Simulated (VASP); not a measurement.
Here is the system:

```
CELL_PARAMETERS angstrom
      0.00000     3.68512     3.68512
      3.68512     0.00000     3.68512
      3.68512     3.68512     0.00000
ATOMIC_POSITIONS crystal
  K  0.25000 0.25000 0.25000
  K  0.75000 0.75000 0.75000
  S  0.00000 0.00000 0.00000
```

Computed with optB88-vdW, VASP's PBE PAW potentials (set 64) (plane waves; VASP 6.6.1). Settings: 520 eV cut-off, 5×5×5 Γ-centred mesh, Gaussian smearing of 0.050 eV, potentials K_sv S.

### Question
Predict the energy per atom (σ→0).

### Answer

```
Quantity                        Value
---------------------  --------------
energy per atom (σ→0)  -1.250 eV/atom
```

Only differences to runs with the same potentials and settings are physical.

The compound is K2S in the antifluorite structure. It was relaxed first. The start is the result of an earlier pass.
